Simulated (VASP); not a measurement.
# A VASP study of CuI (Marshite) (r2SCAN): structure first, properties next, part 2 of 2

What structure and properties does r2SCAN give CuI (Marshite), and how near are they to the measured ones? The start is a cell from a database of measured crystal structures.

VASP 6.6.1, plane waves and PAW; the level of theory is named at each step.

So far, least gap on mesh and path (eV): step 5 (bands along the symmetry lines (r2SCAN)) 1.69. The relaxed cell has a = 6.011 Å (conventional setting).

The database entry behind the starting cell differs from later determinations by our own check (about 0.15 % long (mineral sample)), so it need not match the best structure at ambient conditions.

## Step 8: Optical spectrum (r2SCAN)

LOPTICS sums transitions from filled to empty bands. The mesh is finer than in the run before. NBANDS is raised for it.

INCAR

```
SYSTEM = CuI
PREC = Accurate
ENCUT = 400
EDIFF = 1E-06
NELM = 100
ISMEAR = 0
SIGMA = 0.05
LREAL = .FALSE.
ALGO = Normal
METAGGA = R2SCAN
LASPH = .TRUE.
NBANDS = 25
LORBIT = 11
LWAVE = .FALSE.
LCHARG = .FALSE.
KPAR = 2
LOPTICS = .TRUE.
NEDOS = 1500
CSHIFT = 0.1
```

POSCAR

```
CuI
1.0
    0.0000000000      3.0055023643      3.0055023643
    3.0055023643      0.0000000000      3.0055023643
    3.0055023643      3.0055023643      0.0000000000
Cu I
1 1
Direct
    0.2500000000      0.2500000000      0.2500000000
    0.0000000000      0.0000000000      0.0000000000
```

KPOINTS

```
Automatic mesh
0
Gamma
8 8 8
0 0 0
```

The projector-augmented-wave data sets are Cu and I (PBE family, release 64).

On the command line:

```sh
> mpirun -np 2 vasp_std
```

Wall time 90 s (2 MPI ranks of AMD EPYC 7R43, shared host); peak memory 0.32 GiB; 3 min of CPU time.

These are independent-particle spectra without excitons or local fields, and fine structure depends on the mesh and on CSHIFT.

Numbers from this step:

* SCF cycles: 16
* bands: 25
* irreducible k-points: 29
* Fermi energy: 4.755 eV
* pressure: 0.001795 GPa

The imaginary dielectric function, xx has structure finer than the step of the table below, so its rows give means over 1 eV, whole bins alone (the curve runs from 0 to 25.0 eV). Peaks (eV: height): 3.2: 3.90, 4.0: 4.91, 4.7: 9.18, 6.2: 7.08, 7.2: 11.4, 8.0: 8.36, 9.4: 4.58.

The imaginary dielectric function, xx by photon energy; means over each step:

photon energy (eV), imaginary dielectric function, xx and a bar:
```
        1        0.1 
        2        0.7 ##
        3        2.0 ########
        4        3.7 ##############
        5        6.7 ##########################
        6        5.8 #######################
        7        7.7 ##############################
        8        6.5 #########################
        9        3.5 #############
       10        3.5 ##############
       11        2.0 #######
       12        1.3 #####
       13        1.1 ####
       14        1.0 ####
       15        0.8 ###
       16        0.7 ##
       17        0.6 ##
       18        0.5 ##
       19        0.4 #
       20        0.4 #
       21        0.3 #
       22        0.3 #
       23        0.2 #
       24        0.1
```

Table of real dielectric function, xx by photon energy:

```
photon energy (eV)  real dielectric function, xx
               0.0                          5.89
               0.5                          5.94
               1.0                          6.14
               1.5                          6.66
               2.0                          6.68
               2.5                          6.72
               3.0                          8.65
               3.5                          7.06
               4.0                          7.18
               4.5                          9.67
               5.0                          4.51
               5.5                          3.97
               6.0                          5.03
               6.5                          2.97
               7.0                          5.58
               7.5                         -1.14
               8.0                         -1.37
               8.5                         -2.79
               9.0                        -0.884
               9.5                         -1.05
              10.0                         -1.06
              10.5                         -1.80
              11.0                         -1.53
              11.5                         -1.31
              12.0                        -0.835
              12.5                        -0.964
              13.0                        -0.346
              13.5                        -0.314
              14.0                        -0.495
              14.5                        -0.251
              15.0                        -0.332
              15.5                        -0.260
              16.0                        -0.239
              16.5                        0.0180
              17.0                       -0.0683
              17.5                        -0.100
              18.0                        0.0958
              18.5                        0.0376
              19.0                         0.102
              19.5                         0.135
              20.0                         0.189
              20.5                         0.158
              21.0                         0.147
              21.5                         0.258
              22.0                         0.269
              22.5                         0.218
              23.0                         0.286
              23.5                         0.238
              24.0                         0.315
              24.5                         0.368
```

The mean of ε2 over directions passes 5 % of its top at 1.61 eV, against a least direct gap of 1.69 eV on this mesh; what lies under the gap is the tail of the broadening by CSHIFT.

## Step 9: Bands along the symmetry lines (r2SCAN + SOC)

This step: r2SCAN, spin-orbit coupling; plane waves and PAW (Cu, I) (VASP 6.6.1).

Levels along the symmetry lines show where the bands peak and cross; KPOINTS_OPT computes them in the converged potential. Spin-orbit coupling needs spinors and the noncollinear program, where each band holds one electron.

INCAR, as its differences from that of step 8:

```diff
@@ -11,3 +11,8 @@
 LASPH = .TRUE.
-NBANDS = 25
+LNONCOLLINEAR = .TRUE.
+MAGMOM = 0 0 0 0 0 0
+NBANDS = 30
+GGA_COMPAT = .FALSE.
+LSORBIT = .TRUE.
+LMAXMIX = 4
 LORBIT = 11
@@ -16,4 +21 @@
 KPAR = 2
-LOPTICS = .TRUE.
-NEDOS = 1500
-CSHIFT = 0.1
```

POSCAR is that of step 8.

KPOINTS

```
Automatic mesh
0
Gamma
5 5 5
0 0 0
```

KPOINTS_OPT

```
Line mode
16
Line-mode
Reciprocal
  0.00000000   0.00000000   0.00000000 GAMMA
  0.50000000   0.00000000   0.50000000 X

  0.50000000   0.00000000   0.50000000 X
  0.50000000   0.25000000   0.75000000 W

  0.50000000   0.25000000   0.75000000 W
  0.37500000   0.37500000   0.75000000 K

  0.37500000   0.37500000   0.75000000 K
  0.00000000   0.00000000   0.00000000 GAMMA

  0.00000000   0.00000000   0.00000000 GAMMA
  0.50000000   0.50000000   0.50000000 L

  0.50000000   0.50000000   0.50000000 L
  0.62500000   0.25000000   0.62500000 U

  0.62500000   0.25000000   0.62500000 U
  0.50000000   0.25000000   0.75000000 W

  0.50000000   0.25000000   0.75000000 W
  0.50000000   0.50000000   0.50000000 L

  0.50000000   0.50000000   0.50000000 L
  0.37500000   0.37500000   0.75000000 K

  0.62500000   0.25000000   0.62500000 U
  0.50000000   0.00000000   0.50000000 X
```

On the command line:

```sh
> mpirun -np 2 vasp_ncl
```

Wall time 14 min (2 MPI ranks); peak memory 0.5 GiB; 28 min of CPU time.

Numbers from this step:

```
SCF cycles                        : 17
bands                             : 30
irreducible k-points              : 14
free energy (TOTEN)               : -35.90 eV
Fermi energy                      : 4.987 eV
pressure                          : 0.07563 GPa
least gap on mesh and path        : 1.536 eV
least direct gap on mesh and path : 1.536 eV
```

On-site spin-orbit energy by atom:

| atom | on-site spin-orbit energy (eV) |
| --- | --- |
| Cu1 | -0.010 |
| I2 | -0.234 |

The electronic bands at the labelled points (eV, zero at the valence-band top; v1 is the highest filled band, c1 the lowest empty one):

```csv
point,v4,v3,v2,v1,c1,c2,c3,c4
Γ,0.00,0.00,0.00,0.00,1.54,1.54,5.02,5.02
0.47 of the way,-1.07,-1.07,-0.92,-0.92,3.45,3.45,3.60,3.60
X,-1.78,-1.78,-1.65,-1.65,2.74,2.74,3.01,3.01
0.47 of the way,-1.82,-1.77,-1.59,-1.51,3.34,3.37,3.55,3.66
W,-1.82,-1.80,-1.50,-1.41,4.53,4.71,4.85,4.98
0.47 of the way,-1.85,-1.73,-1.50,-1.41,3.81,3.90,4.76,4.95
K,-1.82,-1.65,-1.49,-1.41,3.19,3.20,4.73,4.91
0.47 of the way,-1.38,-1.31,-0.64,-0.58,3.49,3.64,5.29,5.34
Γ,0.00,0.00,0.00,0.00,1.54,1.54,5.02,5.02
0.47 of the way,-0.59,-0.59,-0.43,-0.36,2.59,2.59,5.54,5.54
L,-0.95,-0.95,-0.84,-0.84,2.42,2.42,5.57,5.57
0.53 of the way,-1.47,-1.42,-1.18,-1.12,3.39,3.46,4.99,5.08
U,-1.82,-1.65,-1.49,-1.41,3.19,3.20,4.73,4.91
0.53 of the way,-1.85,-1.73,-1.50,-1.41,3.81,3.90,4.76,4.95
W,-1.82,-1.80,-1.50,-1.41,4.53,4.71,4.85,4.98
0.47 of the way,-1.58,-1.51,-1.26,-1.20,3.81,3.96,4.73,4.74
L,-0.95,-0.95,-0.84,-0.84,2.42,2.42,5.57,5.57
0.53 of the way,-1.47,-1.42,-1.18,-1.12,3.39,3.46,4.99,5.08
K,-1.82,-1.65,-1.49,-1.41,3.19,3.20,4.73,4.91
jump to U,-1.82,-1.65,-1.49,-1.41,3.19,3.20,4.73,4.91
0.47 of the way,-1.85,-1.68,-1.61,-1.57,2.94,2.95,3.53,3.62
X,-1.78,-1.78,-1.65,-1.65,2.74,2.74,3.01,3.01
```

Of the projections kept (Cu, I), the largest for each band there; the rest of the weight can lie on other orbitals:

```csv
point,v4,v3,v2,v1,c1,c2,c3,c4
Γ,Cu 0.64,Cu 0.64,Cu 0.64,Cu 0.64,Cu 0.55,Cu 0.55,Cu 0.61,Cu 0.61
X,Cu 0.96,Cu 0.96,Cu 0.93,Cu 0.93,Cu 0.65,Cu 0.65,Cu 0.68,Cu 0.68
W,Cu 0.98,Cu 0.99,Cu 0.94,Cu 0.95,I 0.51,I 0.63,I 0.56,I 0.51
K,Cu 0.95,Cu 0.98,Cu 0.90,Cu 0.90,Cu 0.65,Cu 0.65,I 0.54,I 0.56
Γ,Cu 0.64,Cu 0.64,Cu 0.64,Cu 0.64,Cu 0.55,Cu 0.55,Cu 0.61,Cu 0.61
L,Cu 0.81,Cu 0.81,Cu 0.73,Cu 0.73,Cu 0.64,Cu 0.64,Cu 0.52,Cu 0.52
```

The gap moves by -0.15 eV against r2SCAN, which ran on another mesh.

On this path the gap is direct, 1.54 eV, with the valence top at Γ and the conduction bottom at Γ.

## Step 10: Starting orbitals for the hybrid

This step: r2SCAN; plane waves and PAW (Cu, I) (VASP 6.6.1).

A hybrid converges badly from random orbitals, so a cheap semilocal run writes a WAVECAR on the same mesh first.

INCAR

```
SYSTEM = CuI
PREC = Accurate
ENCUT = 400
EDIFF = 1E-05
NELM = 100
ISMEAR = 0
SIGMA = 0.05
LREAL = .FALSE.
ALGO = Normal
METAGGA = R2SCAN
LASPH = .TRUE.
NBANDS = 15
LORBIT = 11
LWAVE = .TRUE.
LCHARG = .FALSE.
KPAR = 2
```

POSCAR is that of step 9.

KPOINTS

```
Automatic mesh
0
Gamma
4 4 4
0 0 0
```

On the command line:

```sh
> mpirun -np 2 vasp_std
```

The job ended after 23 s (2 MPI ranks; peak memory 0.25 GiB).

A gap read on the k-mesh alone can miss the band edges.

Numbers from this step:

```
SCF cycles                     : 14
bands                          : 15
irreducible k-points           : 8
free energy (TOTEN)            : -35.76 eV
Fermi energy                   : 4.793 eV
pressure                       : 0.3156 GPa
gap on the k-mesh              : 1.686 eV
least direct gap on the k-mesh : 1.686 eV
```

## Step 11: Band structure (HSE06)

This step: HSE06; plane waves and PAW (Cu, I) (VASP 6.6.1).

HSE06 mixes in a quarter of exact exchange at short range, at far higher cost; in semiconductors this cures much of the gap error, while metals seldom gain.

INCAR

```
SYSTEM = CuI
PREC = Accurate
ENCUT = 400
EDIFF = 1E-06
NELM = 100
ISMEAR = 0
SIGMA = 0.05
LREAL = .FALSE.
ALGO = Normal
LHFCALC = .TRUE.
AEXX = 0.25
GGA = PE
HFSCREEN = 0.2
LASPH = .TRUE.
NBANDS = 15
PRECFOCK = Fast
LORBIT = 11
LWAVE = .FALSE.
LCHARG = .FALSE.
KPAR = 2
```

POSCAR is that of step 10.

KPOINTS is that of step 10.

KPOINTS_OPT, as its differences from that of step 9:

```diff
@@ -1,3 +1,3 @@
 Line mode
-16
+6
 Line-mode
```

The WAVECAR or CHGCAR of an earlier step is read.

On the command line:

```sh
> mpirun -np 2 vasp_std
```

Elapsed: 9.5 min, on 2 MPI ranks; peak memory 0.46 GiB.

The k-mesh is coarse for exact exchange; levels may shift by about 0.1 eV on a finer one.

This step gave:

* SCF cycles: 7
* free energy (TOTEN): -6.436 eV
* Fermi energy: 4.060 eV
* least gap on mesh and path: 2.663 eV
* least direct gap on mesh and path: 2.664 eV

The electronic bands at the labelled points (eV, zero at the valence-band top; v1 is the highest filled band, c1 the lowest empty one):

| point | v4 | v3 | v2 | v1 | c1 | c2 | c3 | c4 |
| --- | --- | --- | --- | --- | --- | --- | --- | --- |
| Γ | -2.60 | 0.00 | 0.00 | 0.00 | 2.66 | 6.28 | 6.28 | 6.28 |
| 0.60 of the way | -2.55 | -1.73 | -1.42 | -1.42 | 4.32 | 4.80 | 8.77 | 9.08 |
| X | -2.52 | -2.40 | -2.04 | -2.04 | 3.84 | 4.25 | 11.07 | 11.72 |
| 0.40 of the way | -2.58 | -2.48 | -2.14 | -1.91 | 4.32 | 4.71 | 9.89 | 10.12 |
| W | -2.52 | -2.49 | -2.35 | -1.78 | 5.90 | 6.24 | 7.55 | 7.70 |
| 0.40 of the way | -2.57 | -2.42 | -2.27 | -1.75 | 5.23 | 6.16 | 8.00 | 8.34 |
| K | -2.59 | -2.42 | -2.10 | -1.66 | 4.37 | 6.11 | 9.10 | 9.49 |
| 0.40 of the way | -2.58 | -2.08 | -1.70 | -0.70 | 4.97 | 6.67 | 6.90 | 7.45 |
| Γ | -2.60 | 0.00 | 0.00 | 0.00 | 2.66 | 6.28 | 6.28 | 6.28 |
| 0.60 of the way | -2.61 | -2.03 | -0.59 | -0.59 | 3.77 | 6.91 | 6.91 | 7.58 |
| L | -2.58 | -2.52 | -0.88 | -0.88 | 3.62 | 6.79 | 6.79 | 8.87 |
| 0.60 of the way | -2.60 | -2.45 | -1.78 | -1.29 | 4.68 | 6.39 | 8.08 | 8.47 |
| U | -2.59 | -2.42 | -2.10 | -1.66 | 4.37 | 6.11 | 9.10 | 9.49 |
| 0.40 of the way | -2.58 | -2.42 | -2.18 | -1.71 | 4.79 | 6.14 | 8.47 | 8.77 |
| W | -2.52 | -2.49 | -2.35 | -1.78 | 5.90 | 6.24 | 7.55 | 7.70 |
| 0.40 of the way | -2.59 | -2.43 | -1.92 | -1.46 | 5.38 | 5.91 | 7.67 | 9.10 |
| L | -2.58 | -2.52 | -0.88 | -0.88 | 3.62 | 6.79 | 6.79 | 8.87 |
| 0.40 of the way | -2.59 | -2.48 | -1.42 | -1.09 | 4.42 | 6.24 | 7.40 | 8.94 |
| K | -2.59 | -2.42 | -2.10 | -1.66 | 4.37 | 6.11 | 9.10 | 9.49 |
| jump to U | -2.59 | -2.42 | -2.10 | -1.66 | 4.37 | 6.11 | 9.10 | 9.49 |
| 0.40 of the way | -2.55 | -2.49 | -2.07 | -1.89 | 4.12 | 4.98 | 9.95 | 10.48 |
| X | -2.52 | -2.40 | -2.04 | -2.04 | 3.84 | 4.25 | 11.07 | 11.72 |

Of the projections kept (Cu, I), the largest for each band there; the rest of the weight can lie on other orbitals:

| point | v4 | v3 | v2 | v1 | c1 | c2 | c3 | c4 |
| --- | --- | --- | --- | --- | --- | --- | --- | --- |
| Γ | Cu 0.99 | Cu 0.56 | Cu 0.56 | Cu 0.56 | Cu 0.53 | Cu 0.58 | Cu 0.58 | Cu 0.58 |
| X | Cu 1.00 | Cu 0.97 | Cu 0.84 | Cu 0.84 | Cu 0.61 | Cu 0.67 | I 0.75 | I 0.53 |
| W | Cu 0.90 | Cu 0.99 | Cu 0.99 | Cu 0.89 | I 0.66 | Cu 0.51 | Cu 0.55 | I 0.60 |
| K | Cu 1.00 | Cu 0.98 | Cu 0.93 | Cu 0.77 | Cu 0.63 | I 0.55 | I 0.69 | I 0.63 |
| Γ | Cu 0.99 | Cu 0.56 | Cu 0.56 | Cu 0.56 | Cu 0.53 | Cu 0.58 | Cu 0.58 | Cu 0.58 |
| L | Cu 1.00 | Cu 0.99 | Cu 0.63 | Cu 0.63 | Cu 0.63 | Cu 0.52 | Cu 0.52 | I 0.71 |

The gap moves by +0.97 eV against r2SCAN, which ran on another mesh.

## Step 12: Band structure (TB-mBJ)

This step: TB-mBJ; plane waves and PAW (Cu, I) (VASP 6.6.1).

The mesh alone shows little of the dispersion and can miss band extrema, so KPOINTS_OPT adds a path through the symmetry points after the self-consistent cycle. TB-mBJ is a local potential fitted to gaps: it costs far less than a hybrid but gives no energy.

INCAR

```
SYSTEM = CuI
PREC = Accurate
ENCUT = 400
EDIFF = 1E-06
NELM = 150
ISMEAR = 0
SIGMA = 0.05
LREAL = .FALSE.
ALGO = Normal
METAGGA = MBJ
LASPH = .TRUE.
NBANDS = 21
LORBIT = 11
LWAVE = .FALSE.
LCHARG = .FALSE.
KPAR = 2
```

POSCAR is that of step 11.

KPOINTS

```
Automatic mesh
0
Gamma
6 6 6
0 0 0
```

KPOINTS_OPT, as its differences from that of step 11:

```diff
@@ -1,3 +1,3 @@
 Line mode
-6
+16
 Line-mode
```

On the command line:

```sh
> mpirun -np 2 vasp_std
```

It took 1.7 min on 2 MPI ranks; peak memory 0.28 GiB.

This functional is a potential without an energy, so its energies, forces and stress mean nothing and are not read.

Numbers from this step:

| Quantity | Value |
| --- | --- |
| SCF cycles | 49 |
| bands | 21 |
| irreducible k-points | 16 |
| Fermi energy | 5.565 eV |
| least gap on mesh and path | 2.256 eV |
| least direct gap on mesh and path | 2.256 eV |

Electronic bands along the path, in eV, zero at the valence-band top; v1 is the highest filled band, c1 the lowest empty one:

```csv
point,v4,v3,v2,v1,c1,c2,c3,c4
Γ,-1.58,0.00,0.00,0.00,2.26,5.28,5.28,5.28
0.47 of the way,-1.53,-0.77,-0.70,-0.69,3.88,4.05,6.96,6.96
X,-1.48,-1.48,-1.30,-1.30,3.17,3.44,10.04,10.52
0.47 of the way,-1.61,-1.48,-1.33,-1.14,3.73,3.97,8.42,8.56
W,-1.65,-1.48,-1.36,-1.03,4.94,5.12,6.60,6.68
0.47 of the way,-1.60,-1.46,-1.33,-1.04,4.21,5.11,7.05,7.42
K,-1.56,-1.46,-1.25,-1.06,3.61,5.08,7.96,8.16
0.47 of the way,-1.55,-1.16,-0.96,-0.37,4.03,5.55,5.94,6.13
Γ,-1.58,0.00,0.00,0.00,2.26,5.28,5.28,5.28
0.47 of the way,-1.59,-0.97,-0.29,-0.29,3.16,5.78,5.78,5.86
L,-1.55,-1.53,-0.62,-0.62,2.96,5.69,5.69,8.17
0.53 of the way,-1.57,-1.47,-1.03,-0.81,3.85,5.29,6.63,7.56
U,-1.56,-1.46,-1.25,-1.06,3.61,5.08,7.96,8.16
0.53 of the way,-1.60,-1.46,-1.33,-1.04,4.21,5.11,7.05,7.42
W,-1.65,-1.48,-1.36,-1.03,4.94,5.12,6.60,6.68
0.47 of the way,-1.58,-1.46,-1.12,-0.87,4.27,4.99,6.62,7.79
L,-1.55,-1.53,-0.62,-0.62,2.96,5.69,5.69,8.17
0.53 of the way,-1.57,-1.47,-1.03,-0.81,3.85,5.29,6.63,7.56
K,-1.56,-1.46,-1.25,-1.06,3.61,5.08,7.96,8.16
jump to U,-1.56,-1.46,-1.25,-1.06,3.61,5.08,7.96,8.16
0.47 of the way,-1.52,-1.51,-1.25,-1.22,3.37,3.94,8.95,9.28
X,-1.48,-1.48,-1.30,-1.30,3.17,3.44,10.04,10.52
```

Of the projections kept (Cu, I), the largest for each band there; the rest of the weight can lie on other orbitals:

```csv
point,v4,v3,v2,v1,c1,c2,c3,c4
Γ,Cu 0.99,Cu 0.73,Cu 0.73,Cu 0.73,Cu 0.54,Cu 0.55,Cu 0.55,Cu 0.55
X,Cu 0.98,Cu 1.00,Cu 0.95,Cu 0.95,Cu 0.61,Cu 0.66,I 0.73,I 0.55
W,Cu 0.97,Cu 0.99,Cu 0.99,Cu 0.95,I 0.64,Cu 0.52,Cu 0.50,I 0.62
K,Cu 0.99,Cu 0.98,Cu 0.97,Cu 0.92,Cu 0.62,I 0.55,I 0.70,I 0.67
Γ,Cu 0.99,Cu 0.73,Cu 0.73,Cu 0.73,Cu 0.54,Cu 0.55,Cu 0.55,Cu 0.55
L,Cu 1.00,Cu 0.99,Cu 0.82,Cu 0.82,Cu 0.62,I 0.51,I 0.51,I 0.72
```

The gap moves by +0.57 eV against r2SCAN.

## Step 13: Outcome

```yaml
relaxed_volume: 27.15 Å³/atom
relaxed_conventional_cell_a_b_c: 6.011, 6.011, 6.011 Å
space_group_after_relaxing_within_0p02_a: F-43m (No. 216)
band_gap: 1.69 eV, direct
gap_among_the_points_of_the_dos_mesh_alone_an_upper_bound: 1.69 eV
highest_zone_centre_mode: 139 cm⁻¹
strongest_peak_of_eps_2_mean_over_directions: 7.19 eV
eps_1_at_zero_frequency_no_local_fields_mean: 5.89
band_gap_r2scan_soc: 1.54 eV, direct
band_gap_hse06: 2.66 eV, direct
band_gap_tb_mbj: 2.26 eV, direct
```

What this shows: With r2SCAN, CuI (Marshite) relaxes to 27.15 Å³/atom in space group F-43m (held by the symmetry of the run) and has a direct gap of 1.69 eV (2.66 eV with HSE06). Against the listed cell the volume lies -2.6 %. Zone-centre phonons (r2SCAN): The highest mode in this list at Γ, 138.7 cm⁻¹, is mostly motion of Cu (70 % of the kinetic energy). Bands along the symmetry lines (r2SCAN + SOC): On this path the gap is direct, 1.54 eV, with the valence top at Γ and the conduction bottom at Γ. Band structure (HSE06): On this path the gap is direct, 2.66 eV, with the valence top at Γ and the conduction bottom at Γ. Band structure (TB-mBJ): The path shows a direct gap of 2.26 eV (valence top at Γ, conduction bottom at Γ). The other levels ran on the cell relaxed with r2SCAN, and without spin-orbit coupling unless named. Semilocal functionals usually underestimate gaps. Modes at Γ alone can't show that the crystal is stable at other wave vectors, and the LO-TO splitting is not included. No search among competing phases was made, and a listed structure need not be the one stable at ambient conditions. All values are for a static lattice at zero temperature.

Calculation against experiment:

```
                      quantity  measured          r2SCAN
        lattice constant a (Å)     6.053  6.011 (-0.7 %)
Raman mode, TO at Gamma (cm⁻¹)     133.3    139 (+4.1 %)
```

Measured values from arxiv:2305.18931 (2023).

Verdict: The lattice constant a is off by -0.7 %: good agreement. The Raman mode is off by +4.1 %: fair agreement. The grades are ours: good and fair within 0.7 and 1.5 % for the lattice constant a and 3 and 7 % for the Raman mode. Zero-point motion and thermal expansion (measured at up to 10 K) are not in the computed lattice constants and Raman mode.

[Lines on the potential files, build, host, timing and source positions are cut from VASP's logs without a mark.]

[Logs are printed without paths, hosts, clocks, repeated set-up lines and the standing remarks that a program may print on its own settings, such as how far it seeks lower states.]

[Hosts, paths, dates, database ids (printed as entryN), source tags and the programs' standing remarks are cut or masked in the printed files.]

[A measured line is paired with the nearest computed mode of its activity, which favours agreement.]
